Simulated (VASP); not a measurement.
Data:

```
CuSc3C
1.0
    4.54986     0.00000     0.00000
    0.00000     4.54986     0.00000
    0.00000     0.00000     4.54986
Cu C Sc
1 1 3
Cartesian
  0.00000   0.00000   0.00000
  2.27493   2.27493   2.27493
  0.00000   2.27493   2.27493
  2.27493   2.27493   0.00000
  2.27493   0.00000   2.27493
```

Method: PBE GGA, VASP's PBE PAW potentials (set 64) (plane waves; VASP). Run with 520 eV cut-off, 4×4×4 Monkhorst-Pack mesh, Gaussian smearing of 0.050 eV, potentials Cu C Sc_sv.

Problem. Give the stress tensor in GPa (positive for a compressed cell).

Solution. 
```
-3.76   0.00   0.00
 0.00  -3.76   0.00
 0.00   0.00  -3.76
```
The pressure is its mean diagonal, -3.76 GPa.

The structure was generated: Sc3CuC was put into the cubic-perovskite type (Pm-3m), which need not be its known phase. The cell was not relaxed at this level. The k-mesh is coarse (spacing up to 0.35 per Å, 2π included), so the numbers may not be converged in it. The run is one of a series of settings (KPOINTS 4×4×4 Monkhorst-Pack mesh against the base run), some of them coarse on purpose.
